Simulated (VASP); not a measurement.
Data:

```
CELL_PARAMETERS angstrom
      5.01833     0.00000     0.00000
      0.00000     5.01833     0.00000
      0.00000     0.00000     3.44362
ATOMIC_POSITIONS crystal
  Pb 0.00000 0.00000 0.00000
  Pb 0.50000 0.50000 0.50000
  O  0.30720 0.30720 0.00000
  O  0.80720 0.19280 0.50000
  O  0.19280 0.80720 0.50000
  O  0.69280 0.69280 0.00000
```

Computed with PBE GGA with D4 dispersion, VASP's PBE PAW potentials (set 64) (plane waves; VASP 6.6.1). Numerical set-up: 520 eV cut-off, Gaussian smearing of 0.050 eV, potentials Pb_d O.

Unless said otherwise, spin-orbit coupling is left out, though it shifts the bands of the heavy elements here.

Problem. What does the run give for the band gap (along the path) with the smallest direct gap where there is one?

Solution. 
* **band gap (along the path)**: 0.01 eV
* **smallest direct gap (along the path)**: 0.03 eV

Only differences to runs with the same potentials and settings are physical.

The compound is PbO2 in the rutile structure. It was relaxed first.
